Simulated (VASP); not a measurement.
All values below come from PBE GGA, VASP's PBE PAW potentials (set 64) (plane waves; VASP 6.6.1).

Input for VASP

**INCAR**
```
SYSTEM = Tl
PREC = Normal
ENCUT = 400
EDIFF = 1E-5
NELM = 100
ALGO = Fast
LREAL = .FALSE.
LASPH = .TRUE.
ISMEAR = 1
SIGMA = 0.1
GGA = PE
LMAXMIX = 4
LWAVE = .FALSE.
LCHARG = .FALSE.
NELMIN = 4
IBRION = 2
ISIF = 2
NSW = 20
EDIFFG = -0.03
```

**POSCAR**
```
Tl
1
    3.5929932554    -0.0000000000     0.0000000000
   -1.7964966277     3.1116235497     0.0000000000
    0.0000000000     0.0000000000     5.6297146819
Tl
2
Direct
  0.6666670000   0.3333330000   0.7500000000
  0.3333330000   0.6666670000   0.2500000000
```

KPOINTS:
```
Regular mesh
0
Gamma
  13 13 7
```

POTCAR, in this order: Tl_d (PBE.64 set). Program: vasp_std.

The run wrote:

OSZICAR:
```
       N       E                     dE             d eps       ncg     rms          rms(c)
DAV:   1     0.105932770473E+03    0.10593E+03   -0.12548E+04  2936   0.116E+03
DAV:   2    -0.271844731891E+01   -0.10865E+03   -0.10750E+03  3028   0.255E+02
DAV:   3    -0.448958814484E+01   -0.17711E+01   -0.17516E+01  3406   0.293E+01
DAV:   4    -0.449993778257E+01   -0.10350E-01   -0.10345E-01  3112   0.235E+00
DAV:   5    -0.450006791419E+01   -0.13013E-03   -0.13013E-03  3346   0.266E-01    0.228E+00
RMM:   6    -0.446472931673E+01    0.35339E-01   -0.67651E-02  2856   0.196E+00    0.161E+00
RMM:   7    -0.445924888588E+01    0.54804E-02   -0.37728E-02  2856   0.156E+00    0.642E-01
RMM:   8    -0.445880833193E+01    0.44055E-03   -0.32133E-03  2856   0.423E-01    0.620E-02
RMM:   9    -0.445879163786E+01    0.16694E-04   -0.13419E-04  2856   0.964E-02    0.255E-02
RMM:  10    -0.445879418925E+01   -0.25514E-05   -0.14663E-05  1837   0.360E-02
   1 F= -.44587942E+01 E0= -.44587334E+01  d E =-.445879E+01
```

**OUTCAR**
```
------------------------ aborting loop because EDIFF is reached ----------------------------------------
  FORCE on cell =-STRESS in cart. coord.  units (eV):
  Direction    XX          YY          ZZ          XY          YZ          ZX
  --------------------------------------------------------------------------------------
  Total        0.0497883      0.0497883     -0.1923714      0.0000000      0.0000000      0.0000000
  in kB        1.2673835      1.2673836     -4.8968993      0.0000000      0.0000000      0.0000000
  external PRESSURE =      -0.7873774 kB  Pullay stress =       0.0000000 kB
  volume of cell :       62.94
      direct lattice vectors                 reciprocal lattice vectors
     3.592993255  0.000000000  0.000000000     0.278319476  0.160687818  0.000000000
    -1.796496628  3.111623550  0.000000000     0.000000000  0.321375637  0.000000000
     0.000000000  0.000000000  5.629714682     0.000000000  0.000000000  0.177628895
 POSITION                                       TOTAL-FORCE (eV/Angst)
 -----------------------------------------------------------------------------------
      1.79650      1.03721      4.22229        -0.000000      0.000000      0.000000
     -0.00000      2.07442      1.40743         0.000000      0.000000      0.000000
 -----------------------------------------------------------------------------------
    total drift:                               -0.000981      0.000567     -0.000273
  FREE ENERGIE OF THE ION-ELECTRON SYSTEM (eV)
  ---------------------------------------------------
  free  energy   TOTEN  =        -4.4587941893 eV

  energy  without entropy=       -4.4586118156  energy(sigma->0) =       -4.45873340

 reached required accuracy - stopping structural energy minimisation
```
(Selected blocks of OUTCAR.)

The compound is Tl in the hcp structure. It was relaxed first, which changed the volume by +10 %.
